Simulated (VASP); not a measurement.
A cell of FePt (L1_0) near equilibrium:

```yaml
crystal:
  lattice:
    - [2.72794, 0.00000, 0.00000]
    - [0.00000, 2.72794, 0.00000]
    - [0.00000, 0.00000, 3.75704]
  atoms:
    - { symbol: Fe, position: [0.00000, 0.00000, 0.00000], spin: 2.9 }
    - { symbol: Pt, position: [0.50000, 0.50000, 0.50000], spin: 0.3 }
```

Method: PBE GGA, VASP's PBE PAW potentials (set 64) (plane waves; VASP).

```tsv
run	ΔE (meV/atom)	σxx	σyy	σzz	largest shear component, with its sign (GPa)	largest force (eV/Å)	moment (μB)
as it is	0.0	0.39	0.39	0.12	0.00	0.000	3.30
after one change	1.1	-1.09	-1.09	-2.62	0.00	0.000	3.31
```
Stress is in GPa, positive when the cell is compressed.

### Question
Name the change that produced these shifts.
(A) biaxial strain of -1.0 % in the yz plane
(B) uniaxial strain of +1.0 % along z
(C) atom 2 (Pt) moved by -0.200 Å along z
(D) atom 2 (Pt) moved by 0.025 Å along y

### Answer
B, uniaxial strain of +1.0 % along z

The compound is FePt in the L1_0 structure. The spin order is the one that the start imposed; others were not tried in this run.
